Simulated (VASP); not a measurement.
# Al2Rh (P6/mmm) in VASP: single point with HSE06

Aim: the single point of Al2Rh with HSE06.

All numbers are computed with VASP 6.6.1; they aren't measurements. Logs are shortened: lines on timing, memory, paths and dates and some standing lists are left out, and cuts for length are marked.

**1. The structure**

Symmetry: P6/mmm, No. 191, hexagonal system. Conventional cell: a = 3.926 Å, b = 3.926 Å, c = 3.724 Å, α = 90.00°, β = 90.00°, γ = 120.00°. Around Al (site symmetry -6m2) lie 3 Al at 2.27 Å. Around Rh (site symmetry 6/mmm) lie 12 Al at 2.93 Å.

The cell was built by a generator and needn't be a form met in nature.

**2. Single point, HSE06**

POSCAR reads:

```
Al2Rh
1.0
    3.9264760000      0.0000000000      0.0000000000
   -1.9632380000      3.4004280000      0.0000000000
    0.0000000000      0.0000000000      3.7242460000
Al Rh
2 1
Direct
    0.3333000000      0.6667000000      0.5000000000
    0.6666000000      0.3333000000      0.5000000000
    0.0000000000      0.0000000000      0.0000000000
```

INCAR.step1 reads:

```
SYSTEM = Al2Rh
ALGO = Normal
EDIFF = 1E-5
ENCUT = 520
GGA = PE
ISIF = 2
ISMEAR = -1
LASPH = .TRUE.
LCHARG = .FALSE.
LREAL = .FALSE.
LWAVE = .TRUE.
NBANDS = 18
NELM = 80
PREC = Accurate
SIGMA = 0.1
```

INCAR.step2 reads:

```
SYSTEM = Al2Rh
ALGO = Normal
EDIFF = 1E-6
ENCUT = 520
GGA = PE
HFSCREEN = 0.2079
ISIF = 2
ISMEAR = -1
ISTART = 1
LASPH = .TRUE.
LCHARG = .FALSE.
LHFCALC = .TRUE.
LREAL = .FALSE.
LWAVE = .FALSE.
NBANDS = 18
NELM = 80
PREC = Accurate
PRECFOCK = Normal
SIGMA = 0.1
```

KPOINTS reads:

```
k-points
0
G
  3 3 3
  0 0 0
```

Potentials or basis: VASP PAW PBE potentials, release 64 (Al, Rh_pv).

Launch:

```bash
$ cat potpaw_PBE.64/Al/POTCAR potpaw_PBE.64/Rh_pv/POTCAR > POTCAR
$ cp INCAR.step1 INCAR
$ mpirun -np 1 vasp_std > vasp.out
$ cp INCAR.step2 INCAR
$ mpirun -np 1 vasp_std > vasp.out
```

OUTCAR:

```text
SYSTEM = Al2Rh
   EDIFF = 1E-6
   ENCUT = 520
   GGA = PE
   HFSCREEN = 0.2079
   ISIF = 2
   ISMEAR = -1
   ISTART = 1
   LASPH = .TRUE.
   LHFCALC = .TRUE.
   LREAL = .FALSE.
   NELM = 80
   PREC = Accurate
   PRECFOCK = Normal

 ion  position               nearest neighbor table
   1  0.333  0.667  0.500-   2 2.27   2 2.27   2 2.27   3 2.93   3 2.93   3 2.93   3 2.93   3 2.93
                             3 2.93
   2  0.667  0.333  0.500-   1 2.27   1 2.27   1 2.27   3 2.93   3 2.93   3 2.93   3 2.93   3 2.93
                             3 2.93
   3  0.000  0.000  0.000-   2 2.93   2 2.93   1 2.93   1 2.93   2 2.93   2 2.93   1 2.93   1 2.93
                             2 2.93   2 2.93   1 2.93   1 2.93

  LATTYP: Found a hexagonal cell.
 ALAT       =     3.9264760000
 C/A-ratio  =     0.9484958013

  Lattice vectors:

 A1 = (   3.9264760000,   0.0000000000,   0.0000000000)
 A2 = (  -1.9632380000,   3.4004280000,   0.0000000000)
 A3 = (   0.0000000000,   0.0000000000,   3.7242460000)

Analysis of symmetry for initial positions (statically):
=====================================================================
 Subroutine PRICEL returns:
 Original cell was already a primitive cell.

 Routine SETGRP: Setting up the symmetry group for a
 hexagonal supercell.

 Subroutine GETGRP returns: Found  4 space group operations
 (whereof  4 operations were pure point group operations)
 out of a pool of 24 trial point group operations.

The static configuration has the point symmetry C_2v.

Analysis of symmetry for dynamics (positions and initial velocities):
=====================================================================
 Subroutine PRICEL returns:
 Original cell was already a primitive cell.

 Routine SETGRP: Setting up the symmetry group for a
 hexagonal supercell.

 Subroutine GETGRP returns: Found  4 space group operations
 (whereof  4 operations were pure point group operations)
 out of a pool of 24 trial point group operations.

The dynamic configuration has the point symmetry C_2v.

 Subroutine INISYM returns: Found  4 space group operations
 (whereof  4 operations are pure point group operations),
 and found     1 'primitive' translations

----------------------------------------------------------------------------------------

                                     Primitive cell

  volume of cell :      49.7250

  direct lattice vectors                    reciprocal lattice vectors
     3.926476000  0.000000000  0.000000000     0.254681297  0.147040314  0.000000000
    -1.963238000  3.400428000  0.000000000     0.000000000  0.294080627  0.000000000
     0.000000000  0.000000000  3.724246000     0.000000000  0.000000000  0.268510727

  length of vectors
     3.926476000  3.926476032  3.724246000     0.294080630  0.294080627  0.268510727

  position of ions in fractional coordinates (direct lattice)
     0.333300000  0.666700000  0.500000000
     0.666600000  0.333300000  0.500000000
     0.000000000  0.000000000  0.000000000

  ion indices of the primitive-cell ions
   primitive index   ion index
                 1           1
                 2           2
                 3           3

----------------------------------------------------------------------------------------

 KPOINTS: k-points

Automatic generation of k-mesh.
 Grid dimensions read from file:
 generate k-points for:    3    3    3

 Generating k-lattice:

  Cartesian coordinates                     Fractional coordinates (reciprocal lattice)
     0.084893766  0.049013438  0.000000000     0.333333333  0.000000000  0.000000000
     0.000000000  0.098026876  0.000000000     0.000000000  0.333333333  0.000000000
     0.000000000  0.000000000  0.089503576     0.000000000  0.000000000  0.333333333

  Length of vectors
     0.098026877  0.098026876  0.089503576

  Shift w.r.t. Gamma in fractional coordinates (k-lattice)
     0.000000000  0.000000000  0.000000000

 Subroutine IBZKPT returns following result:
 ===========================================

 Found      8 irreducible k-points:

 Following reciprocal coordinates:
            Coordinates               Weight
  0.000000  0.000000  0.000000      1.000000
  0.333333  0.000000  0.000000      4.000000
  0.000000  0.333333  0.000000      2.000000
  0.333333  0.333333  0.000000      2.000000
  0.000000  0.000000  0.333333      2.000000
  0.333333  0.000000  0.333333      8.000000
  0.000000  0.333333  0.333333      4.000000
  0.333333  0.333333  0.333333      4.000000
   k-points           NKPTS =      8   k-points in BZ     NKDIM =     27   number of bands    NBANDS=     18
   number of dos      NEDOS =    301   number of ions     NIONS =      3
   total plane-waves  NPLWV =  25200
   dimension x,y,z NGX =    30 NGY =   30 NGZ =   28
   dimension x,y,z NGXF=    60 NGYF=   60 NGZF=   56
   ions per type =               2   1
   NGX,Y,Z   is equivalent  to a cutoff of  12.70, 12.70, 12.50 a.u.
   NGXF,Y,Z  is equivalent  to a cutoff of  25.40, 25.40, 25.00 a.u.
 SYSTEM =  Al2Rh
   PREC   = accura    normal or accurate (medium, high low for compatibility)
   ISTART =      1    job   : 0-new  1-cont  2-samecut
   ICHARG =      0    charge: 1-file 2-atom 10-const
   ISPIN  =      1    spin polarized calculation?
   LNONCOLLINEAR =      F non collinear calculations
   LSORBIT =      F    spin-orbit coupling
   LASPH  =      T    aspherical Exc in radial PAW
   ENCUT  =  520.0 eV  38.22 Ry    6.18 a.u.   7.30  7.30  6.92*2*pi/ulx,y,z
   NELM   =     80;   NELMIN=  2; NELMDL=  0     # of ELM steps
   EDIFF  = 0.1E-05   stopping-criterion for ELM
   LREAL  =      F    real-space projection
   EDIFFG = 0.1E-04   stopping-criterion for IOM
   NSW    =      0    number of steps for IOM
   IBRION =     -1    ionic relax: 0-MD 1-quasi-New 2-CG
   NFREE  =      0    steps in history (QN), initial steepest desc. (CG)
   ISIF   =      2    stress and relaxation
   ISYM   =      3    0-nonsym 1-usesym 2-fastsym
   POTIM  = 0.5000    time-step for ionic-motion
   TEBEG  =    0.0;   TEEND  =   0.0 temperature during run
   PSTRESS=    0.0 pullay stress
   NELECT =      21.0000    total number of electrons
   NUPDOWN=      -1.0000    fix difference up-down
   EMIN   =  10.00;   EMAX   =-10.00  energy-range for DOS
   EFERMI =   0.00;   METHOD = LEGACY
   ISMEAR =    -1;   SIGMA  =   0.10  broadening in eV -4-tet -1-fermi 0-gaus
   EFERMI_NEDOS =   21; number of points for ismear=-14 and -15
   IALGO  =     38    algorithm
   IMIX   =      1    mixing-type and parameters
     AMIX     =   0.40;   BMIX     =  1.00
     AMIX_MAG =   1.60;   BMIX_MAG =  1.00
  volume/ion in A,a.u.               =      16.58       111.85
  Fermi-wavevector in a.u.,A,eV,Ry     =   1.228258  2.321071 20.525993  1.508618
  Thomas-Fermi vector in A             =   2.363190
   LORBIT       =      0    0 simple, 1 ext, 2 COOP (PROOUT), +10 PAW based schemes
   GGA     = PE    functional components
   LHFCALC =     T    Hartree Fock is set to
   PRECFOCK=normal    Normal, Fast or Accurate (Low or Medium for compatibility)
   ENCUT4O =  -1.0   cutoff for four orbital integrals eV
   NKREDX  =     1    reduce k-point grid by
   NKREDY  =     1    reduce k-point grid by
   NKREDZ  =     1    reduce k-point grid by
   AEXX    =    0.2500 exact exchange contribution
   HFSCREEN=    0.2079 screening length (either q_TF or 0.3 A-1)
   HFSCREENC=   0.2079 screening length for correlation (either q_TF or 0.3 A-1)
   ENCUTFOCK=  -1.0 apply spherical cutoff to Coloumb kernel
   IVDW    =     0    specifies the selected vdW correction
   LEPSILON=     F    determine dielectric tensor
   LRPA    =     F    only Hartree local field effects (RPA)
 non-spin polarized calculation
  energy-cutoff  :      520.00
  volume of cell :       49.73
 maximum number of plane-waves:      1352
 NGX is ok and might be reduce to    30
  NGX = 24; NGY = 24; NGZ = 24

 number of electron      20.9999992 magnetization

 Free energy of the ion-electron system (eV)
  ---------------------------------------------------
  ext. energy  EPLUGINS =         0.00000000
  ---------------------------------------------------
  free energy    TOTEN  =       -15.84766396 eV

  energy without entropy =      -15.80154363  energy(sigma->0) =      -15.82460379

 E-fermi :   8.1385     XC(G=0):  -9.0108

 val. band max:        7.1945298353   @ k =   0.3333   0.3333   0.3333
 cond. band min:       8.1709150310   @ k =   0.0000   0.0000   0.0000
 fundamental gap:      0.9763851957
 Fermi energy:         8.1385405154

 k-point     1 :       0.0000    0.0000    0.0000
  band No.  band energies     occupation
      1     -41.1245      2.00000
      2     -40.9590      2.00000
      3     -40.9590      2.00000
      4      -3.5228      2.00000
      5       4.0754      2.00000
      6       4.3746      2.00000
[... 10 lines left out ...]
     17      17.8639      0.00000
     18      18.8764      0.00000

 k-point     2 :       0.3333    0.0000    0.0000
  band No.  band energies     occupation
      1     -41.1243      2.00000
      2     -40.9620      2.00000
      3     -40.9590      2.00000
      4      -1.9294      2.00000
      5       2.1319      2.00000
      6       4.0699      2.00000
[... 10 lines left out ...]
     17      16.0178      0.00000
     18      19.4117      0.00000

 k-point     3 :       0.0000    0.3333    0.0000
  band No.  band energies     occupation
      1     -41.1243      2.00000
      2     -40.9620      2.00000
      3     -40.9591      2.00000
      4      -1.9293      2.00000
      5       2.1317      2.00000
      6       4.0699      2.00000
[... 10 lines left out ...]
     17      16.0172      0.00000
     18      19.4125      0.00000

 k-point     4 :       0.3333    0.3333    0.0000
  band No.  band energies     occupation
      1     -41.1238      2.00000
      2     -40.9614      2.00000
      3     -40.9613      2.00000
      4       0.6523      2.00000
      5       0.6529      2.00000
      6       1.8574      2.00000
[... 10 lines left out ...]
     17      14.7112      0.00000
     18      17.2717      0.00000

 k-point     5 :       0.0000    0.0000    0.3333
  band No.  band energies     occupation
      1     -41.1292      2.00000
      2     -40.9580      2.00000
      3     -40.9580      2.00000
      4      -2.4097      2.00000
      5       2.5991      2.00000
      6       4.8853      2.00000
[... 10 lines left out ...]
     17      16.9702      0.00000
     18      18.2179      0.00000

 k-point     6 :       0.3333    0.0000    0.3333
  band No.  band energies     occupation
      1     -41.1308      2.00000
      2     -40.9627      2.00000
      3     -40.9602      2.00000
      4      -1.0869      2.00000
      5       2.6100      2.00000
      6       3.9699      2.00000
[... 10 lines left out ...]
     17      17.3068      0.00000
     18      18.7924      0.00000

 k-point     7 :       0.0000    0.3333    0.3333
  band No.  band energies     occupation
      1     -41.1308      2.00000
      2     -40.9627      2.00000
      3     -40.9602      2.00000
      4      -1.0868      2.00000
      5       2.6097      2.00000
      6       3.9698      2.00000
[... 10 lines left out ...]
     17      17.3064      0.00000
     18      18.7923      0.00000

 k-point     8 :       0.3333    0.3333    0.3333
  band No.  band energies     occupation
      1     -41.1311      2.00000
      2     -40.9631      2.00000
      3     -40.9631      2.00000
      4       0.9180      2.00000
      5       0.9187      2.00000
      6       3.2122      2.00000
[... 10 lines left out ...]
     17      17.1182      0.00000
     18      21.7242      0.00000

------------------------ aborting loop because EDIFF is reached ----------------------------------------

  FORCE on cell =-STRESS in cart. coord.  units (eV):
  Direction    XX          YY          ZZ          XY          YZ          ZX
  --------------------------------------------------------------------------------------
  -------------------------------------------------------------------------------------
  Total        5.3782465      5.3888539     -9.7084033      0.0000000      0.0000000      0.0000000
  in kB      173.2911553    173.6329339   -312.8120704      0.0000000      0.0000000      0.0000000
  external PRESSURE =      11.3706729 kB  Pullay stress =       0.0000000 kB

 VOLUME and BASIS-vectors are now :
 -----------------------------------------------------------------------------
  energy-cutoff  :      520.00
  volume of cell :       49.73
      direct lattice vectors                 reciprocal lattice vectors
     3.926476000  0.000000000  0.000000000     0.254681297  0.147040314  0.000000000
    -1.963238000  3.400428000  0.000000000     0.000000000  0.294080627  0.000000000
     0.000000000  0.000000000  3.724246000     0.000000000  0.000000000  0.268510727

 POSITION                                       TOTAL-FORCE (eV/Angst)
 -----------------------------------------------------------------------------------
     -0.00020      2.26707      1.86212         0.000024     -0.003930      0.000000
      1.96304      1.13336      1.86212         0.000024      0.003930      0.000000
      0.00000      0.00000      0.00000        -0.000048      0.000000      0.000000
 -----------------------------------------------------------------------------------
    total drift:                                0.000006      0.000001     -0.000000

  FREE ENERGIE OF THE ION-ELECTRON SYSTEM (eV)
  ---------------------------------------------------
  free  energy   TOTEN  =       -15.8476639579 eV

  energy  without entropy=      -15.8015436257  energy(sigma->0) =      -15.82460379
```

Wall time 2.2 min (1 thread of Intel Xeon 6975P-C (Granite Rapids), shared host); peak memory 0.27 GiB.

What came out:

```
Free energy            : -15.8477 eV
Pressure               : 1.1 GPa
Largest force          : 0.004 eV/Å
Band gap on the k mesh : none (metal or under the smearing width)
```

Forces on the atoms (eV/Å):
```
Al   0.000 -0.004  0.000
Al   0.000  0.004  0.000
Rh   0.000  0.000  0.000
```

Caveat: the k mesh is coarse (spacing up to 0.62 Å⁻¹), so the values aren't converged, least of all with exact exchange; the PAW data sets were made with another functional, which shifts forces and pressure a little.
